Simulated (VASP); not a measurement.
An input for Quantum ESPRESSO's pw.x (written as the equivalent of a VASP run, and not itself run):

```
&CONTROL
  calculation = 'scf'
  pseudo_dir = './pseudo'
  outdir = './out'
  tprnfor = .true.
  tstress = .true.
/
&SYSTEM
  ibrav = 0
  nat = 3
  ntyp = 2
  ecutwfc = 84
  occupations = 'smearing'
  smearing = 'gaussian'
  degauss = 0.003675
  input_dft = 'vdw-df-cx'
/
&ELECTRONS
  conv_thr = 7.3e-09
  electron_maxstep = 100
/
ATOMIC_SPECIES
  Ba 137.327 Ba.upf
  F 18.998 F.upf
CELL_PARAMETERS angstrom
     0.0000000    3.1684488    3.1684488
     3.1684488    0.0000000    3.1684488
     3.1684488    3.1684488    0.0000000
ATOMIC_POSITIONS crystal
  Ba   0.0000000  1.0000000  0.0000000
  F    0.2500000  0.2500000  0.2500000
  F    0.7500000  0.7500000  0.7500000
K_POINTS automatic
  6 6 6 0 0 0
```

### Question
Write the VASP files for the same calculation (vdW-DF-cx).

### Answer
One answer among several that fit: 
### POSCAR
```
BaF2
1
    0.0000000000     3.1684488168     3.1684488168
    3.1684488168     0.0000000000     3.1684488168
    3.1684488168     3.1684488168     0.0000000000
Ba F
1 2
Direct
  0.0000000000   1.0000000000   0.0000000000
  0.2500000000   0.2500000000   0.2500000000
  0.7500000000   0.7500000000   0.7500000000
```

INCAR:
```
# general
SYSTEM   = BaF2
PREC     = Accurate
ENCUT    = 520   # plane-wave cut-off (eV)
LREAL    = F   # projection in real space or not
LASPH    = T   # aspherical one-centre terms

# electronic loop
EDIFF    = 1E-7
NELM     = 100   # most electronic steps
ALGO     = Normal
LMAXMIX  = 4

# smearing
ISMEAR   = 0
SIGMA    = 0.05   # width (eV)

# functional
GGA      = CX
LUSE_VDW = T
AGGAC    = 0.0

# ions
ISIF     = 2   # forces and stress, cell fixed

# output
LWAVE    = F
LCHARG   = F
```

KPOINTS:
```
Automatic mesh
0
Gamma
6 6 6
0 0 0
```

POTCAR, in this order: Ba_sv F (PBE.64 set). Program: vasp_std.

Limits of the translation: the potentials are each code's own (VASP's PAW set, PseudoDojo norm-conserving files in pw.x), so ENCUT and ecutwfc are chosen apart and not converted; conv_thr bounds pw.x's estimated SCF error, while EDIFF bounds the energy change between steps.

The compound is BaF2 in the fluorite structure. This cell is one point of a volume scan, at 1.06 of the reference volume.
